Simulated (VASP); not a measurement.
# AlCo: the relaxed cell at several levels, part 2 of 3

Wanted: equilibrium cells of AlCo at many levels, with their cost. LASPH is on for some levels and off for others; the table marks which. The start is a computed cell from the Materials Project.

VASP 6.6.1, plane waves and PAW; the level of theory is named at each step.

Still holding for the runs below: The k-mesh is coarse for a metal.

So far. Step 2 (Relaxation with LDA): It ends with forces that vanish by symmetry and a pressure of 0.05 GPa. The conventional cell has a = 2.799 Å.

## Step 3: Relaxation with PBEsol

This step: PBEsol, spin-polarised from a ferromagnetic start (one magnetic atom a cell); plane waves and PAW (Al, Co) (VASP 6.6.1).

PBEsol restores the gradient expansion of exchange and is tuned for the cells of solids.

The input, INCAR:

```
SYSTEM = AlCo
PREC = Accurate
ENCUT = 520
EDIFF = 1E-06
NELM = 100
ISMEAR = -1
SIGMA = 0.05
LREAL = .FALSE.
ALGO = Normal
GGA = PS
NBANDS = 13
ISPIN = 2
MAGMOM = 0 2
LMAXMIX = 4
LORBIT = 11
LWAVE = .FALSE.
LCHARG = .FALSE.
KPAR = 2
IBRION = 2
NSW = 60
ISIF = 3
EDIFFG = -0.01
```

The input, POSCAR:

```
AlCo
1.0
    2.8194032100      0.0000000000      0.0000000000
    0.0000000000      2.8194032100      0.0000000000
    0.0000000000      0.0000000000      2.8194032100
Al Co
1 1
Direct
    0.0000000000      0.0000000000      0.0000000000
    0.5000000000      0.5000000000      0.5000000000
```

The input, KPOINTS:

```
Automatic mesh
0
Gamma
8 8 8
0 0 0
```

Potentials, in the order of the species: Al and Co (PBE family, release 64).

On the command line:

```sh
$ mpirun -np 2 vasp_std
```

What it wrote:

```text
[banner, memory and clock lines left out]
running    2 mpi-ranks, on    1 nodes
 distrk:  each k-point on    1 cores,    2 groups
 distr:  one band on    1 cores,    1 groups

 POSCAR found type information on POSCAR AlCo
 POSCAR found :  2 types and       2 ions
 [... a notice as in an earlier step ...]

 LDA part: xc-table for (Slater+PW92), standard interpolation
 POSCAR, INCAR and KPOINTS ok, starting setup
 FFT: planning ... GRIDC
 FFT: planning ... GRID_SOFT
 FFT: planning ... GRID
 WAVECAR not read
 entering main loop
       N       E                     dE             d eps       ncg     rms          rms(c)
DAV:   1     0.360815921431E+02    0.36082E+02   -0.51908E+03  1820   0.972E+02
DAV:   2    -0.129583992313E+02   -0.49040E+02   -0.44703E+02  1895   0.174E+02
DAV:   3    -0.145294502215E+02   -0.15711E+01   -0.15559E+01  2251   0.363E+01
DAV:   4    -0.145523067143E+02   -0.22856E-01   -0.22847E-01  2080   0.396E+00
DAV:   5    -0.145531359067E+02   -0.82919E-03   -0.82918E-03  2281   0.820E-01    0.146E+01
DAV:   6    -0.174554212812E+02   -0.29023E+01   -0.56028E+01  2080   0.101E+02    0.175E+01
DAV:   7    -0.131056222458E+02    0.43498E+01   -0.28625E+01  2105   0.644E+01    0.232E+00
DAV:   8    -0.130897322883E+02    0.15890E-01   -0.21098E-01  2123   0.361E+00    0.139E+00
DAV:   9    -0.130749362878E+02    0.14796E-01   -0.58572E-02  2185   0.216E+00    0.507E-01
DAV:  10    -0.130744117992E+02    0.52449E-03   -0.16487E-03  2120   0.435E-01    0.200E-01
DAV:  11    -0.130743355423E+02    0.76257E-04   -0.10462E-04  2492   0.103E-01    0.116E-01
DAV:  12    -0.130743279236E+02    0.76187E-05   -0.27425E-05  2283   0.532E-02    0.400E-02
DAV:  13    -0.130743312437E+02   -0.33202E-05   -0.91944E-06  2108   0.256E-02    0.102E-02
DAV:  14    -0.130743305838E+02    0.65989E-06   -0.50778E-07  1075   0.718E-03
   1 F= -.13074331E+02 E0= -.13069986E+02  d E =-.130743E+02  mag=     0.0000
 curvature:   0.00 expect dE= 0.000E+00 dE for cont linesearch  0.000E+00
 trial: gam= 0.00000 g(F)=  0.000E+00 g(S)=  0.121E-02 ort = 0.000E+00 (trialstep = 0.100E+01)
 search vector abs. value=  0.121E-02
 bond charge predicted
       N       E                     dE             d eps       ncg     rms          rms(c)
DAV:   1    -0.130917107184E+02   -0.17379E-01   -0.19972E-01  2015   0.664E+00    0.119E+00
DAV:   2    -0.131223163019E+02   -0.30606E-01   -0.63205E-01  2105   0.988E+00    0.173E+00
DAV:   3    -0.130747146988E+02    0.47602E-01   -0.26801E-01  2080   0.665E+00    0.172E-01
DAV:   4    -0.130743177665E+02    0.39693E-03   -0.10090E-03  1940   0.238E-01    0.592E-02
DAV:   5    -0.130742790618E+02    0.38705E-04   -0.16317E-04  2719   0.132E-01    0.974E-03
DAV:   6    -0.130742803840E+02   -0.13222E-05   -0.34017E-06  1939   0.181E-02    0.316E-03
DAV:   7    -0.130742804260E+02   -0.41976E-07   -0.10943E-07  1000   0.298E-03
   2 F= -.13074280E+02 E0= -.13069814E+02  d E =0.501578E-04  mag=    -0.0000
 trial-energy change:    0.000050  1 .order    0.000007   -0.001208    0.001222
 step:   0.4706(harm=  0.4971)  dis= 0.00000  next Energy=   -13.074610 (dE=-0.280E-03)
 bond charge predicted
       N       E                     dE             d eps       ncg     rms          rms(c)
DAV:   1    -0.130793899806E+02   -0.51096E-02   -0.55652E-02  2010   0.349E+00    0.620E-01
DAV:   2    -0.130871138507E+02   -0.77239E-02   -0.16485E-01  2095   0.510E+00    0.890E-01
DAV:   3    -0.130747449845E+02    0.12369E-01   -0.73640E-02  2085   0.343E+00    0.101E-01
DAV:   4    -0.130746030449E+02    0.14194E-03   -0.41707E-04  2127   0.189E-01    0.158E-02
DAV:   5    -0.130746005339E+02    0.25111E-05   -0.13440E-05  2678   0.281E-02    0.552E-03
DAV:   6    -0.130746004160E+02    0.11788E-06   -0.24780E-07  1061   0.583E-03
   3 F= -.13074600E+02 E0= -.13070199E+02  d E =-.269832E-03  mag=     0.0000
 curvature:  -0.25 expect dE=-0.183E-07 dE for cont linesearch -0.183E-07
 trial: gam=-0.00775 g(F)=  0.151E-66 g(S)=  0.737E-07 ort = 0.943E-05 (trialstep = 0.894E+00)
 search vector abs. value=  0.104E-09
 reached required accuracy - stopping structural energy minimisation
```

The job ended after 49 s (2 MPI ranks of AMD EPYC 7R43, shared host; peak memory 0.25 GiB).

From OUTCAR (step 3):

```text
The static configuration has the point symmetry O_h .

 Found     35 irreducible k-points:

   NELECT =      12.0000    total number of electrons

 E-fermi :  10.8045

 spin component 1
 k-point     1 :       0.0000    0.0000    0.0000
  band No.  band energies     occupation
    ...
      2       7.7056      1.00000
      3       7.7056      1.00000
      4       9.9841      1.00000
      5       9.9841      1.00000
      6       9.9841      1.00000
      7      16.9293      0.00000
      8      16.9293      0.00000
      9      16.9293      0.00000
     10      19.6895      0.00000
     11      19.6895      0.00000
    ...

 k-point     2 :       0.1250    0.0000    0.0000
  band No.  band energies     occupation
    ...
      2       7.6667      1.00000
      3       7.7887      1.00000
      4       9.8264      1.00000
      5       9.8264      1.00000
      6      10.0013      1.00000
      7      14.8218      0.00000
      8      17.3435      0.00000
      9      17.3435      0.00000
     10      19.6424      0.00000
     11      21.5741      0.00000
    ...

 k-point     3 :       0.2500    0.0000    0.0000
  band No.  band energies     occupation
    ...
      2       7.2736      1.00000
      3       7.9980      1.00000
      4       9.4854      1.00000
      5       9.4854      1.00000
      6      10.0428      1.00000
      7      12.3999      0.00000
      8      18.4605      0.00000
      9      18.4605      0.00000
     10      19.5120      0.00000
     11      23.4746      0.00000
    ...

 k-point     4 :       0.3750    0.0000    0.0000
  band No.  band energies     occupation
    ...
      2       5.9402      1.00000
      3       8.2211      1.00000
      4       9.1862      1.00000
      5       9.1862      1.00000
      6      10.0847      1.00000
      7      11.2221      0.00024
      8      19.3525      0.00000
      9      20.0599      0.00000
     10      20.0599      0.00000
     11      24.6542      0.00000
    ...

  Total        0.0010090      0.0010090      0.0010090      0.0000000      0.0000000      0.0000000
  in kB        0.0718181      0.0718181      0.0718181      0.0000000      0.0000000      0.0000000
  external PRESSURE =       0.0718181 kB  Pullay stress =       0.0000000 kB

  energy-cutoff  :      520.00
  volume of cell :       22.51
      direct lattice vectors                 reciprocal lattice vectors
     2.823537721  0.000000000 -0.000000000     0.354165624  0.000000000 -0.000000000
    -0.000000000  2.823537721  0.000000000     0.000000000  0.354165624  0.000000000
     0.000000000  0.000000000  2.823537721     0.000000000 -0.000000000  0.354165624

 POSITION                                       TOTAL-FORCE (eV/Angst)
 -----------------------------------------------------------------------------------
      0.00000      0.00000      0.00000        -0.000000      0.000000      0.000000
      1.41177      1.41177      1.41177         0.000000      0.000000      0.000000
 -----------------------------------------------------------------------------------
    total drift:                                0.000000     -0.000000     -0.000000

  FREE ENERGIE OF THE ION-ELECTRON SYSTEM (eV)
  ---------------------------------------------------
  free  energy   TOTEN  =       -13.0746004160 eV

  energy  without entropy=      -13.0657973730  energy(sigma->0) =      -13.07019889

 total charge
# of ion       s       p       d       tot
------------------------------------------
    1        0.397   0.441   0.000   0.838
    2        0.446   0.532   7.533   8.510
--------------------------------------------------
tot          0.843   0.972   7.533   9.348

 magnetization (x)
# of ion       s       p       d       tot
------------------------------------------
    1       -0.000  -0.000   0.000  -0.000
    2        0.000   0.000   0.000   0.000
--------------------------------------------------
tot         -0.000  -0.000   0.000   0.000

[... 8 parts as in an earlier step ...]

[... 5 further parts left out ...]
```

LASPH is off, so gradient terms of the non-spherical density inside the spheres are left out; for open d or f shells this can shift gaps and moments. The PAW data sets were made with PBE, which is usual practice but a small mismatch for other functionals.

Relaxation path:

```tsv
step	energy less that of the first step (eV)	largest force (eV/Å)	pressure (GPa)	volume (Å³)
1	0.0000	0.0000	0.92	22.41
2	0.0001	0.0000	-0.93	22.62
3	-0.0003	0.0000	0.01	22.51
```

```tsv
conventional cell, symmetrised	before	after	change
a (Å)	2.819	2.824	+0.1 %
b (Å)	2.819	2.824	+0.1 %
c (Å)	2.819	2.824	+0.1 %
volume (Å³/atom)	11.21	11.26	+0.4 %
```

Final coordinates:

```cif
data_structure
_symmetry_space_group_name_H-M 'P 1'
_symmetry_Int_Tables_number 1
_cell_length_a 2.8235
_cell_length_b 2.8235
_cell_length_c 2.8235
_cell_angle_alpha 90.000
_cell_angle_beta 90.000
_cell_angle_gamma 90.000
_cell_volume 22.51
loop_
_atom_site_label
_atom_site_type_symbol
_atom_site_fract_x
_atom_site_fract_y
_atom_site_fract_z
_atom_site_occupancy
Al1 Al 0.00000 0.00000 0.00000 1
Co2 Co 0.50000 0.50000 0.50000 1
```

This step gave:

* free energy (TOTEN): -13.07 eV
* energy at zero smearing: -13.07 eV
* Fermi energy: 10.80 eV
* pressure: 0.007182 GPa
* SCF cycles over all ionic steps: 27

It ends at 11.26 Å³/atom, +0.4 % from the start, with 0.01 GPa left. The conventional cell has a = 2.824 Å.

## Step 4: Relaxation with PBE

This step: PBE, spin-polarised from a ferromagnetic start (one magnetic atom a cell); plane waves and PAW (Al, Co) (VASP 6.6.1).

PBE, the usual starting point, adds the gradient of the density.

INCAR: that of step 3 with these lines changed.

```diff
@@ -9,3 +9,3 @@
 ALGO = Normal
-GGA = PS
+GGA = PE
 NBANDS = 13
```

POSCAR is that of step 3.

KPOINTS is that of step 3.

On the command line:

```sh
$ mpirun -np 2 vasp_std
```

What it wrote:

```text
[banner, memory and clock lines left out]
running    2 mpi-ranks, on    1 nodes
[...]
LDA part: xc-table for (Slater+PW92), standard interpolation
 POSCAR, INCAR and KPOINTS ok, starting setup
[...]
entering main loop
       N       E                     dE             d eps       ncg     rms          rms(c)
DAV:   1     0.372385989565E+02    0.37239E+02   -0.51942E+03  1820   0.973E+02
DAV:   2    -0.116354179576E+02   -0.48874E+02   -0.44574E+02  1910   0.174E+02
DAV:   3    -0.131962264854E+02   -0.15608E+01   -0.15461E+01  2236   0.362E+01
DAV:   4    -0.132190521343E+02   -0.22826E-01   -0.22816E-01  2090   0.397E+00
[...]
DAV:  12    -0.119606211636E+02    0.82292E-05   -0.14915E-05  2156   0.362E-02    0.392E-02
DAV:  13    -0.119606234921E+02   -0.23285E-05   -0.43543E-06  2110   0.216E-02    0.958E-03
DAV:  14    -0.119606225722E+02    0.91991E-06   -0.44866E-07  1080   0.690E-03
   1 F= -.11960623E+02 E0= -.11956355E+02  d E =-.119606E+02  mag=     0.0000
[...]
DAV:   8    -0.119633599628E+02    0.76426E-06   -0.20281E-06  1075   0.143E-02
   2 F= -.11963360E+02 E0= -.11958189E+02  d E =-.273739E-02  mag=     0.0000
 trial-energy change:   -0.002737  1 .order   -0.004228   -0.064198    0.055742
 step:   0.5166(harm=  0.5353)  dis= 0.00000  next Energy=   -11.977000 (dE=-0.164E-01)
[...]
N       E                     dE             d eps       ncg     rms          rms(c)
DAV:   1    -0.121899462438E+02   -0.22659E+00   -0.24422E+00  2000   0.225E+01    0.417E+00
DAV:   2    -0.125713034097E+02   -0.38136E+00   -0.75834E+00  2075   0.344E+01    0.604E+00
DAV:   3    -0.119816868628E+02    0.58962E+00   -0.36916E+00  2070   0.231E+01    0.625E-01
DAV:   4    -0.119778918485E+02    0.37950E-02   -0.14923E-02  1951   0.883E-01    0.305E-01
DAV:   5    -0.119767012814E+02    0.11906E-02   -0.33444E-03  2701   0.536E-01    0.513E-02
DAV:   6    -0.119767055741E+02   -0.42927E-05   -0.79700E-05  2109   0.110E-01    0.167E-02
DAV:   7    -0.119767030061E+02    0.25680E-05   -0.16504E-06  1742   0.114E-02    0.394E-03
DAV:   8    -0.119767027605E+02    0.24556E-06   -0.21563E-07   975   0.549E-03
   3 F= -.11976703E+02 E0= -.11971977E+02  d E =-.160802E-01  mag=     0.0000
[...]
reached required accuracy - stopping structural energy minimisation
```

Wall time 39 s (2 MPI ranks); peak memory 0.25 GiB.

From OUTCAR (step 4):

```text
  Total        0.0057717      0.0057717      0.0057717      0.0000000      0.0000000     -0.0000000
  in kB        0.3984195      0.3984195      0.3984195      0.0000000      0.0000000     -0.0000000
  external PRESSURE =       0.3984195 kB  Pullay stress =       0.0000000 kB

 POSITION                                       TOTAL-FORCE (eV/Angst)
 -----------------------------------------------------------------------------------
      0.00000      0.00000      0.00000        -0.000000      0.000000      0.000000
      1.42625      1.42625      1.42625         0.000000     -0.000000      0.000000
 -----------------------------------------------------------------------------------
    total drift:                                0.000000      0.000000     -0.000000

  FREE ENERGIE OF THE ION-ELECTRON SYSTEM (eV)
  ---------------------------------------------------
  free  energy   TOTEN  =       -11.9767027605 eV

  energy  without entropy=      -11.9672508362  energy(sigma->0) =      -11.97197680

 magnetization (x)
# of ion       s       p       d       tot
------------------------------------------
    1        0.000   0.000   0.000   0.000
    2       -0.000  -0.000   0.000   0.000
--------------------------------------------------
tot          0.000  -0.000   0.000   0.000

[... 2 parts as in an earlier step ...]

[... 2 further parts left out ...]
[key lines of the parts left out:]
E-fermi :  10.5185
```

The steps of the relaxation:

```tsv
step	energy less that of the first step (eV)	largest force (eV/Å)	pressure (GPa)	volume (Å³)
1	0.0000	0.0000	6.73	22.41
2	-0.0027	0.0000	-5.47	23.97
3	-0.0161	0.0000	0.04	23.21
```

```tsv
conventional cell, symmetrised	before	after	change
a (Å)	2.819	2.852	+1.2 %
b (Å)	2.819	2.852	+1.2 %
c (Å)	2.819	2.852	+1.2 %
volume (Å³/atom)	11.21	11.61	+3.6 %
```

Final coordinates:

```
Al Co
1.0
     2.85250    0.00000    0.00000
     0.00000    2.85250    0.00000
     0.00000    0.00000    2.85250
Al Co
1 1
Direct
  0.00000 0.00000 0.00000
  0.50000 0.50000 0.50000
```

It ends at 11.61 Å³/atom, +3.6 % from the start, with 0.04 GPa left. The conventional cell has a = 2.852 Å.

## Step 5: Relaxation with r2SCAN

This step: r2SCAN, spin-polarised from a ferromagnetic start (one magnetic atom a cell); plane waves and PAW (Al, Co) (VASP 6.6.1).

r2SCAN adds the kinetic-energy density, costs more than a GGA and is run with LASPH.

INCAR: that of step 4 with these lines changed.

```diff
@@ -9,3 +9,4 @@
 ALGO = Normal
-GGA = PE
+METAGGA = R2SCAN
+LASPH = .TRUE.
 NBANDS = 13
```

POSCAR is that of step 4.

KPOINTS is that of step 4.

On the command line:

```sh
$ mpirun -np 2 vasp_std
```

What it wrote:

```text
[banner, memory and clock lines left out]
running    2 mpi-ranks, on    1 nodes
[...]
[... a notice as in an earlier step ...]

 LDA part: xc-table for (None), standard interpolation
 POSCAR, INCAR and KPOINTS ok, starting setup
[...]
entering main loop
       N       E                     dE             d eps       ncg     rms          rms(c)
DAV:   1     0.288047329275E+02    0.28805E+02   -0.53886E+03  1820   0.101E+03
DAV:   2    -0.220853808935E+02   -0.50890E+02   -0.46713E+02  1905   0.180E+02
DAV:   3    -0.237711210894E+02   -0.16857E+01   -0.16667E+01  2231   0.387E+01
DAV:   4    -0.237966016084E+02   -0.25481E-01   -0.25473E-01  2146   0.425E+00
[...]
DAV:  14    -0.210814371012E+02   -0.14532E-05   -0.55610E-06  1686   0.220E-02    0.130E-02
DAV:  15    -0.210814390923E+02   -0.19912E-05   -0.22622E-06  1311   0.132E-02    0.260E-03
DAV:  16    -0.210814394521E+02   -0.35978E-06   -0.38130E-07  1005   0.626E-03
   1 F= -.21081439E+02 E0= -.21078169E+02  d E =-.210814E+02  mag=     0.1465
[...]
DAV:   8    -0.210814813777E+02   -0.12969E-05   -0.56878E-07   935   0.897E-03    0.133E-03
DAV:   9    -0.210814813001E+02    0.77571E-07   -0.96923E-08   925   0.422E-03
   2 F= -.21081481E+02 E0= -.21078189E+02  d E =-.418480E-04  mag=     0.1480
 trial-energy change:   -0.000042  1 .order   -0.000007   -0.001144    0.001131
 step:   0.5261(harm=  0.5029)  dis= 0.00000  next Energy=   -21.081745 (dE=-0.306E-03)
[...]
N       E                     dE             d eps       ncg     rms          rms(c)
DAV:   1    -0.210852773261E+02   -0.37959E-02   -0.41611E-02  1980   0.310E+00    0.528E-01
DAV:   2    -0.210890513055E+02   -0.37740E-02   -0.10631E-01  2105   0.425E+00    0.663E-01
DAV:   3    -0.210817912532E+02    0.72601E-02   -0.41173E-02  2095   0.265E+00    0.672E-02
DAV:   4    -0.210817660516E+02    0.25202E-04   -0.17541E-04  1980   0.112E-01    0.418E-02
DAV:   5    -0.210817483089E+02    0.17743E-04   -0.49797E-05  2525   0.754E-02    0.102E-02
DAV:   6    -0.210817471683E+02    0.11405E-05   -0.61579E-06  1218   0.280E-02    0.442E-03
DAV:   7    -0.210817463268E+02    0.84153E-06   -0.67698E-07   915   0.120E-02
   3 F= -.21081746E+02 E0= -.21078465E+02  d E =-.306875E-03  mag=     0.1473
[...]
reached required accuracy - stopping structural energy minimisation
```

Wall time 3.2 min (2 MPI ranks); peak memory 0.27 GiB; 6.3 min of CPU time.

OUTCAR, selected parts (step 5):

```text
  Total       -0.0041090     -0.0041090     -0.0041090     -0.0000000      0.0000000     -0.0000000
  in kB       -0.2923501     -0.2923501     -0.2923501     -0.0000000      0.0000000     -0.0000000
  external PRESSURE =      -0.2923501 kB  Pullay stress =       0.0000000 kB

 POSITION                                       TOTAL-FORCE (eV/Angst)
 -----------------------------------------------------------------------------------
      0.00000      0.00000      0.00000        -0.000000      0.000000      0.000000
      1.41195      1.41195      1.41195         0.000000     -0.000000      0.000000
 -----------------------------------------------------------------------------------
    total drift:                                0.000000     -0.000000     -0.000000

  FREE ENERGIE OF THE ION-ELECTRON SYSTEM (eV)
  ---------------------------------------------------
  free  energy   TOTEN  =       -21.0817463268 eV

  energy  without entropy=      -21.0751842215  energy(sigma->0) =      -21.07846527

 magnetization (x)
# of ion       s       p       d       tot
------------------------------------------
    1       -0.002  -0.008   0.000  -0.009
    2       -0.002  -0.016   0.226   0.208
--------------------------------------------------
tot         -0.004  -0.023   0.226   0.199

[... 2 parts as in an earlier step ...]

[... 2 further parts left out ...]
[key lines of the parts left out:]
E-fermi :  10.7780
```

The cell holds one magnetic atom, so no antiferromagnetic order fits into it. SCAN-type functionals tend to overstate the moments of itinerant magnets.

Relaxation path:

```tsv
step	energy less that of the first step (eV)	largest force (eV/Å)	pressure (GPa)	volume (Å³)
1	0.0000	0.0000	0.90	22.41
2	0.0000	0.0000	-0.88	22.62
3	-0.0003	0.0000	-0.03	22.52
```

```tsv
conventional cell, symmetrised	before	after	change
a (Å)	2.819	2.824	+0.2 %
b (Å)	2.819	2.824	+0.2 %
c (Å)	2.819	2.824	+0.2 %
volume (Å³/atom)	11.21	11.26	+0.5 %
```

The relaxed structure:

```cif
data_structure
_symmetry_space_group_name_H-M 'P 1'
_symmetry_Int_Tables_number 1
_cell_length_a 2.8239
_cell_length_b 2.8239
_cell_length_c 2.8239
_cell_angle_alpha 90.000
_cell_angle_beta 90.000
_cell_angle_gamma 90.000
_cell_volume 22.52
loop_
_atom_site_label
_atom_site_type_symbol
_atom_site_fract_x
_atom_site_fract_y
_atom_site_fract_z
_atom_site_occupancy
Al1 Al 0.00000 0.00000 0.00000 1
Co2 Co 0.50000 0.50000 0.50000 1
```

Spin moment in the PAW sphere by atom:

```tsv
atom	spin moment in the PAW sphere (μB)
Al1	-0.009
Co2	0.208
```

It ends at 11.26 Å³/atom, +0.5 % from the start, with -0.03 GPa left. The conventional cell has a = 2.824 Å.

(Part 2 of 3 ends here.)

[Lines on the potential files, build, host, timing and source positions are cut from VASP's logs without a mark.]

[Logs are printed without paths, hosts, clocks, repeated set-up lines and the standing remarks that a program may print on its own settings, such as how far it seeks lower states.]

[Hosts, paths, dates, database ids (printed as entryN), source tags and the programs' standing remarks are cut or masked in the printed files.]

[A measured line is paired with the nearest computed mode of its activity, which favours agreement.]
